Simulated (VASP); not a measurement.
VASP input:

POSCAR:
```
Mg3Sb2
1.0
  2.2879578769  -3.9628594488   0.0000000000
  2.2879578769   3.9628594488   0.0000000000
  0.0000000000   0.0000000000   7.1396533510
Mg Sb
3 2
Cartesian
  2.2879578769  -3.9628594488   0.0000000000
  2.2879578769   1.3209557915   4.5255944768
  2.2879578769  -1.3209557915   2.6140588742
  2.2879578769   1.3209557915   1.6025822256
  2.2879578769  -1.3209557915   5.5370711254
```

INCAR:
```
LREAL=.False.   # projection in real space or not
SYSTEM=Mg3Sb2
METAGGA=R2SCAN
EDIFFG=-0.02
LCHARG=.False.
PREC=Accurate
NSW=60   # most ionic steps
LMIXTAU=.True.
IBRION=2   # conjugate gradients
NELM=100   # most electronic steps
ISMEAR=0   # Gaussian
EDIFF=1E-6   # SCF stop (eV)
LWAVE=.False.
ALGO=Normal   # blocked Davidson
LMAXMIX=4   # l cut-off of mixed one-centre charges
ENCUT=520   # plane-wave cut-off (eV)
SIGMA=0.05
LASPH=.True.   # aspherical one-centre terms
ISIF=3   # ions, shape and volume
```

**KPOINTS**
```
Automatic mesh
0
Gamma
5 5 3
0 0 0
```

POTCAR, in this order: Mg Sb (PBE.64 set). Program: vasp_std.

Q: Write an equivalent input for Ansatz.

A: One equivalent input (not run):
Ansatz 0.2 input:
```yaml
crystal:
  lattice:
    - [2.2879579, -3.9628594, 0.0000000]
    - [2.2879579, 3.9628594, 0.0000000]
    - [0.0000000, 0.0000000, 7.1396534]
  atoms:
    - { symbol: Mg, position: [1.0000000, 0.0000000, 0.0000000] }
    - { symbol: Mg, position: [0.3333330, 0.6666670, 0.6338675] }
    - { symbol: Mg, position: [0.6666670, 0.3333330, 0.3661325] }
    - { symbol: Sb, position: [0.3333330, 0.6666670, 0.2244622] }
    - { symbol: Sb, position: [0.6666670, 0.3333330, 0.7755378] }
kpoints:
  mp_grid: { grid: [5, 5, 3] }
hamiltonian:
  xc: r2scan
  pseudopotentials: { kind: paw }
scf:
  occupations: { method: gaussian, width: 0.05 }
  max_iter: 100
relax:
  max_steps: 60
  f_tol: 0.02
  cell: {}
output: { forces: true, stress: true, eigenvalues: true }
```
What does not carry over: each code has its own PAW files, so the cut-off isn't converted (ENCUT is set for VASP's; basis.ecutwfc is left out, and Ansatz then takes the one that its files recommend); Ansatz stops its SCF on the density residual and VASP on the energy change (EDIFF).

The compound is Mg3Sb2 in the a-la2o3 structure. This run relaxes it. Symmetry was kept, so distortions that lower it aren't found. The start is the result of an earlier pass.
